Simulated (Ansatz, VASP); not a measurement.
# NiF2 (2H NiF2 monolayer): VASP beside Ansatz

Wanted: the spread between two codes on one cell, functional and k mesh. Of the first pair: The structure shown is the end of the Ansatz relaxation below.

Program: Ansatz 0.2.0. Level of theory: plane waves, with VASP 6.6.1 beside it; single point at PBE. Results are calculated unless marked as measured.

### 1. The starting structure

The cell holds 3 atoms: 1 Ni and 2 F. Its edges and angles: a = 2.904 Å, b = 2.904 Å, c = 15.340 Å, α = 90.0°, β = 90.0°, γ = 120.0°. As first built, before any earlier steps moved the atoms (in the runner's words): own sheet built from covalent radii; start for a relaxation. Vacuum lies along c.

### 2. Ansatz: relaxation, PBE

Ansatz runs on its PAW soft_1 files.

This run makes the geometry at which the two programs are then compared.

The input, input.yaml:

```yaml
crystal:
  lattice:
    - [2.9035641183, 0.0, 0.0]
    - [-1.4517820591, 2.514560288, 0.0]
    - [0.0, 0.0, 15.34]
  atoms:
    - { symbol: Ni, position: [0.0, 0.0, 0.5], spin: 2.0 }
    - { symbol: F, position: [0.3333333333, 0.6666666667, 0.5794917028] }
    - { symbol: F, position: [0.3333333333, 0.6666666667, 0.4205082972] }
magnetization:
  spin_polarized: true
kpoints:
  mp_grid: { grid: [9, 9, 1] }
scf:
  occupations: { method: fermi_dirac, width: 0.05 }
  max_iter: 100
  lower_state_search: "off"
hamiltonian:
  xc: pbe
  pseudopotentials: { kind: paw, azcp: { folder: soft_1 } }
relax:
  adjacent_minimum: "off"
  f_tol: 0.01
  max_steps: 60
  cell: { fix: [c, alpha, beta] }
```

Command:

```console
$ ansatz run input.yaml --threads 4 --pin off --max-ram 10240MiB --backend cpu --events-out ev --progress --plain --runs-dir out
```

Numbers of over 12 decimals in the logs are rounded to 6 here.

Log:

```text
Engine: ansatz 0.2.0, aarch64-unknown-linux-gnu
Pseudopotentials: kind: paw
Pseudopotential: Ni, paw, valence charge 18, recommended cutoff 420 eV (normal), soft_1/Ni.paw.azcp
Pseudopotential: F, paw, valence charge 7, recommended cutoff 420 eV (normal), soft_1/F.paw.azcp
Functional definition: PBE
  parameter kappa = 0.804
  parameter beta = 0.066725
  exchange = pbe_x(kappa = kappa, mu = beta*pi^2/3)
  correlation = pbe_c(beta = beta)
Crystal: 3 atoms, lattice volume = 112.000 Å³
Basis set: ecut = 420 eV, 2163 PW (Γ), exchange–correlation on 40×40×216 points (8 copies of the dense FFT grid, shifted against one another)
Bands: 21, of which v1, the nominal top of the filled ones, is band 16 counted from 1 (15 counted from 0)
Symmetry: 12 space group operations
Space group: P-6m2 (ITA 187), of the structure as read, at distance tolerance 4.8e-5 Å
Magnetic group: BNS 187.209 (UNI 1439), of the structure as read, at distance tolerance 4.8e-5 Å
k-points: 12 of 81 (time reversal used)
Non-local potential: Ni, projectors of the file, l = 0: 3, l = 1: 2, l = 2: 3, l = 3: 1
Non-local potential: F, projectors of the file, l = 0: 2, l = 1: 2, l = 2: 1
PAW form: soft (Blöchl's): semilocal exchange-correlation on the pseudo side does not see the compensation charge
PAW one-centre angular grid: Ni, 590 points (default); XC on 64 Gauss nodes
PAW one-centre angular grid: F, 110 points (default); XC on 64 Gauss nodes
Initial density: superposition of atomic densities (neutral atoms: chi_scale 0, normalization atom)
Starting moments: Σ|m| = 2 μB on 1 of 3 sites
Initial wavefunctions: pseudopotential atomic-orbital guess
Functional: x = pbe(κ = 0.804, μ = 0.219515), c = pbe(β = 0.066725)
SCF iter   1: F=—  HF=-7455.184573 eV  |F-HF|=—  |Δ(HF+E_count)|=         —  Δρ=3.36e-2 (↑3.36e-2 ↓3.18e-2)  dr2=3.30e0  dr2_m=1.84e-1  M=2.000 μB ∫|m|=2.020 μB  β_m=0.30  ethr=3.10e-3  ⟨swp⟩=7.1  Hψ=2610  notcnv=0
preconditioner: auto → LDOS  [metal: Δε(μ)=0.019 eV  Ē_g=14.538 eV  σ=0.050 eV  W_gap=0.09  n_scr=10 (ndim 8)  ℏωp=17.2 eV  f_vac=0.686  D(μ)=7.82/eV (n_scr^D=94)]
spin=Collinear: LDOS preconditioning applied to the charge; magnetization (m = ρ↑ − ρ↓) channel mixes plain (no charge-response kernel on spin).
SCF iter   2: F=—  HF=-7454.786330 eV  |F-HF|=—  |Δ(HF+E_count)|=   3.98e-1  Δρ=2.58e-2 (↑2.26e-2 ↓2.58e-2)  dr2=1.62e0  dr2_m=1.53e-1  M=2.000 μB ∫|m|=2.030 μB  β_m=0.30  ethr=3.10e-3  ⟨swp⟩=2.0  Hψ=1030  notcnv=0
Mixer restart at iter 2: flushing history
spin-set hold released at iteration 2 (the charge has settled, or the pull on large starting moments outlasts its swing): the magnetisation degrees of freedom join the quasi-Newton model from the next iteration; the mixer history was flushed
SCF iter   3: F=—  HF=-7454.728205 eV  |F-HF|=—  |Δ(HF+E_count)|=   5.81e-2  Δρ=2.10e-2 (↑1.84e-2 ↓2.10e-2)  dr2=1.02e0  dr2_m=1.06e-1  M=2.000 μB ∫|m|=2.035 μB  β_m=0.65  ethr=3.10e-3  ⟨swp⟩=2.0  Hψ=602  notcnv=0
SCF iter   4: F=—  HF=-7454.688663 eV  |F-HF|=—  |Δ(HF+E_count)|=   3.95e-2  Δρ=7.98e-3 (↑7.98e-3 ↓4.40e-3)  dr2=1.72e-1  dr2_m=4.20e-3  M=2.000 μB ∫|m|=2.053 μB  β_m=0.62  ethr=3.10e-3  ⟨swp⟩=2.1  Hψ=921  notcnv=0
SCF iter   5: F=—  HF=-7454.670198 eV  |F-HF|=—  |Δ(HF+E_count)|=   1.85e-2  Δρ=5.45e-3 (↑5.45e-3 ↓3.99e-3)  dr2=6.72e-2  dr2_m=2.15e-3  M=2.000 μB ∫|m|=2.063 μB  β_m=0.74  ethr=5.38e-4  ⟨swp⟩=2.4  Hψ=1016  notcnv=0
SCF iter   6: F=—  HF=-7454.667954 eV  |F-HF|=—  |Δ(HF+E_count)|=   2.24e-3  Δρ=1.58e-3 (↑1.58e-3 ↓1.11e-3)  dr2=2.04e-3  dr2_m=1.32e-3  M=2.000 μB ∫|m|=2.064 μB  β_m=0.71  ethr=2.10e-4  ⟨swp⟩=2.8  Hψ=742  notcnv=0
SCF iter   7: F=—  HF=-7454.670022 eV  |F-HF|=—  |Δ(HF+E_count)|=   2.07e-3  Δρ=7.16e-4 (↑2.39e-4 ↓7.16e-4)  dr2=3.50e-4  dr2_m=1.72e-4  M=2.000 μB ∫|m|=2.065 μB  β_m=0.86  ethr=6.38e-6  ⟨swp⟩=3.2  Hψ=1111  notcnv=0
SCF iter   8: F=—  HF=-7454.670069 eV  |F-HF|=—  |Δ(HF+E_count)|=   4.76e-5  Δρ=1.47e-4 (↑6.50e-5 ↓1.47e-4)  dr2=3.58e-5  dr2_m=2.45e-6  M=2.000 μB ∫|m|=2.065 μB  β_m=0.82  ethr=1.09e-6  ⟨swp⟩=2.2  Hψ=887  notcnv=0
SCF iter   9: F=—  HF=-7454.670091 eV  |F-HF|=—  |Δ(HF+E_count)|=   2.17e-5  Δρ=2.24e-5 (↑1.45e-5 ↓2.24e-5)  dr2=1.22e-7  dr2_m=2.84e-7  M=2.000 μB ∫|m|=2.065 μB  β_m=0.91  ethr=1.12e-7  ⟨swp⟩=2.4  Hψ=819  notcnv=0
iter 10 did not close the SCF: its close was put off for a magnetic moment that had not settled (scf_convergence_deferred on its scf_iter line)
SCF iter  10: F=-7454.670092 eV  HF=-7454.670092 eV  |F-HF|=4.42e-8  |Δ(HF+E_count)|=   8.86e-7  Δρ=7.61e-6 (↑5.51e-6 ↓7.61e-6)  dr2=8.94e-8  dr2_m=2.33e-8  M=2.000 μB ∫|m|=2.065 μB  β_m=0.87  ethr=3.13e-10  ⟨swp⟩=5.1  Hψ=1974  notcnv=0
SCF iter  11: F=-7454.670092 eV  HF=-7454.670092 eV  |F-HF|=1.66e-9  |Δ(HF+E_count)|=   1.30e-8  Δρ=1.68e-6 (↑9.65e-7 ↓1.68e-6)  dr2=2.69e-9  dr2_m=9.49e-10  M=2.000 μB ∫|m|=2.065 μB  ethr=2.79e-10  ⟨swp⟩=3.0  Hψ=2023  notcnv=0
SCF 1 converged in 11 iterations: F = -7454.670092 eV  dr2 = 2.69e-9
  greatest PAW one-centre occupation: 1.002 electrons in one spin orbital (limit 2), on the Ni atom at site 0 (counted from 0), in its partial waves of l = 1
relax step   1: F+E_penalty+E_count = -7454.67009210 eV  Δ(F+E_penalty+E_count) = +0.000e0 eV  max|allowed force component| = 4.253e-3 eV/Å  Δτ_max = 0.0000 Å  P = +0.008 GPa  Ω = 112.000 Å³  fix = [c, alpha, beta]  reactions: c -0.017 GPa  (11 SCF iters, dr2 threshold 1.00e-7 eV, accepted)
Initial density: handed on by an earlier stage of this run
Starting moments: Σ|m| = 2 μB on 1 of 3 sites; this step starts from the density that it was given
Initial wavefunctions: pseudopotential atomic-orbital guess (no wavefunctions were taken with the density)
iter 1 solved again at ethr=1.92e-6 eV; its pass at ethr=3.10e-3 eV (dr2=6.13e-4 eV) is discarded
SCF iter   1: F=—  HF=-7454.670106 eV  |F-HF|=—  |Δ(HF+E_count)|=         —  Δρ=1.62e-6 (↑9.36e-7 ↓1.62e-6)  dr2=1.16e-9  dr2_m=1.07e-9  M=2.000 μB ∫|m|=2.065 μB  β_m=0.30  ethr=1.92e-6  ⟨swp⟩=3.1  Hψ=4106  notcnv=0
eigensolver tolerance schedule: the retry pair's looser diagonalisation over-reported the residual by 528365.81 of it (diagonalisation noise at an unbounded share of the residual, at the tolerance the schedule requests for it); recorded, not acted on — ethr = c·dr2/N_el stays at c = 1.0e-1
preconditioner: auto → LDOS  [metal: Δε(μ)=0.058 eV  Ē_g=13.933 eV  σ=0.050 eV  W_gap=0.28  n_scr=10 (ndim 8)  ℏωp=17.2 eV  f_vac=0.696  D(μ)=2.48/eV (n_scr^D=8)]
spin=Collinear: LDOS preconditioning applied to the charge; magnetization (m = ρ↑ − ρ↓) channel mixes plain (no charge-response kernel on spin).
SCF iter   2: F=—  HF=-7454.670092 eV  |F-HF|=—  |Δ(HF+E_count)|=   1.36e-5  Δρ=1.60e-6 (↑1.05e-6 ↓1.60e-6)  dr2=3.46e-9  dr2_m=5.82e-10  M=2.000 μB ∫|m|=2.065 μB  β_m=0.30  ethr=3.63e-12  ⟨swp⟩=5.0  Hψ=1766  notcnv=0
SCF iter   3: F=—  HF=-7454.670092 eV  |F-HF|=—  |Δ(HF+E_count)|=   1.29e-9  Δρ=1.20e-6 (↑6.75e-7 ↓1.20e-6)  dr2=2.00e-9  dr2_m=3.56e-10  M=2.000 μB ∫|m|=2.065 μB  β_m=0.65  ethr=3.63e-12  ⟨swp⟩=2.2  Hψ=712  notcnv=0
SCF iter   4: F=—  HF=-7454.670092 eV  |F-HF|=—  |Δ(HF+E_count)|=   6.07e-9  Δρ=3.85e-7 (↑3.85e-7 ↓3.30e-7)  dr2=3.89e-10  dr2_m=1.15e-11  M=2.000 μB ∫|m|=2.065 μB  β_m=0.62  ethr=3.63e-12  ⟨swp⟩=2.5  Hψ=791  notcnv=0
SCF iter   5: F=—  HF=-7454.670092 eV  |F-HF|=—  |Δ(HF+E_count)|=   5.90e-9  Δρ=2.25e-7 (↑2.25e-7 ↓7.16e-8)  dr2=6.68e-11  dr2_m=7.75e-12  M=2.000 μB ∫|m|=2.065 μB  β_m=0.78  ethr=1.21e-12  ⟨swp⟩=1.9  Hψ=602  notcnv=0
SCF iter   6: F=-7454.670092 eV  HF=-7454.670092 eV  |F-HF|=1.27e-11  |Δ(HF+E_count)|=   1.41e-9  Δρ=1.09e-7 (↑9.15e-8 ↓1.09e-7)  dr2=2.63e-11  dr2_m=2.28e-13  M=2.000 μB ∫|m|=2.065 μB  ethr=1.00e-12  ⟨swp⟩=5.0  Hψ=2398  notcnv=0
SCF 2 converged in 6 iterations: F = -7454.670092 eV  dr2 = 2.63e-11
relax step   2: F+E_penalty+E_count = -7454.67009210 eV  Δ(F+E_penalty+E_count) = -1.864e-9 eV  max|allowed force component| = 4.257e-3 eV/Å  Δτ_max = 0.0000 Å  P = +0.008 GPa  Ω = 112.000 Å³  fix = [c, alpha, beta]  reactions: c -0.017 GPa  stress off target by 2.10e-2 GPa on what of the cell is left free  SCF on the basis re-selected at this cell (its energy is not comparable with the rows above)  (6 SCF iters)
basis re-selected at this cell: Δ(F+E_penalty+E_count) = -1.864e-9 eV, ΔP = +0.000 GPa vs the last step (what re-selecting the basis moved, of the pressure what is left beyond the Pulay correction that the steps carried, after the strain that the cell walked since its last selection, with what the two solves' SCF thresholds leave and, on support functions, any second-order correction that the steps lacked; it is no m [...]
SCF converged after 6 iterations
Magnetization: 2.0000 μB (17.0000 up, 15.0000 down)
Absolute magnetization: 2.0591 μB (∫|ρ↑−ρ↓|, with the PAW one-centre terms)
Spin contamination: 0.0029 ħ² per cell (⟨S²⟩ above its minimum at these occupations)
Per-site moments (μB) at R_I (Å): [(1.621868, 0.855097), (0.163727, 0.855097), (0.163727, 0.855097)]
Free energy (F): -7454.670092 eV
Harris-Foulkes:  -7454.670092 eV  (|F-HF|=1.27e-11)
Internal energy: -7454.649167 eV  (E = F + TS)
E sigma→0 (E₀):  -7454.659630 eV
Entropy (-TS):   -0.020925 eV (-6.975 meV/atom)
Fermi energy:    -3.151079 eV
--- Per-component energies (eV) ---
  E_band       = -856.497559
  E_kinetic    = 722.350437
  E_local      = -25067.800378  (includes V_loc(G=0)·N_el)
  E_nonlocal   = 62.219759
  E_hartree    = 12253.580968
  E_xc         = -262.476034
  E_vxc        = -337.195152  (∫ρ·V_xc dr)
  E_paw        = -2066.570879  (= ΣΔE_a)
  E_vpaw       = -743.235778  (= ΣTr[D̂ρ^β])
  E_aug_tail   = 0.002203  (compensation charges beyond the density's cutoff)
  E_ewald      = 6904.044757
  E_smearing   = -0.020925  (= −TS)
  E_closure    = 0.000000  (closes the sum)
  Σ components = -7454.670092   (vs F -7454.670092, Δ=0.00e0)
--- Forces (eV/Å), atoms counted from 1 ---
  atom   1  Ni    -0.00000000    -0.00000000     0.00000000
  atom   2  F      0.00000000     0.00000000    -0.00425658
  atom   3  F      0.00000000     0.00000000     0.00425658
  max |Σ_I F_I| component: 7.40e-17 eV/Å
--- Stress (GPa, compression-positive) ---
        0.020969       0.000000      -0.000000
       -0.000000       0.020969       0.000000
       -0.000000       0.000000      -0.016681
  P = ⅓ Tr σ = 0.0084 GPa (0.084 kbar)
--- Relaxed structure (1 steps of the walk, 1 accepted, 1 SCFs on fresh bases) ---
  F+E_penalty+E_count = -7454.67009210 eV   max|allowed force component| = 4.257e-3 eV/Å   (the final SCF, on the basis selected at the relaxed cell)
  cell:  # Å, volume = 112.0002 Å³
    - [2.903564, -2.886749076277029e-11, 0.0]
    - [-1.451782, 2.514560, 0.0]
    - [0.0, 0.0, 15.34]
  atoms:
    - { symbol: Ni, position: [0.0, -2.878355989888598e-17, 0.5] }
    - { symbol: F, position: [0.333333, 0.666667, 0.5794917028] }
    - { symbol: F, position: [0.333333, 0.666667, 0.4205082972] }
```

In the SCF lines HF is the Harris–Foulkes energy and dr2 the Hartree energy of the density residual, in eV; the loop may stop once dr2 is under the threshold and the program's other checks hold. Hψ counts applications of the Hamiltonian.

[end of part 1 of 2]

[Lines on the potential files, build, host, timing and source positions are cut from VASP's logs without a mark.]

[Logs are printed without paths, hosts, clocks, repeated set-up lines and the standing remarks that a program may print on its own settings, such as how far it seeks lower states.]

[Hosts, paths, dates, database ids (printed as entryN), source tags and the programs' standing remarks are cut or masked in the printed files.]
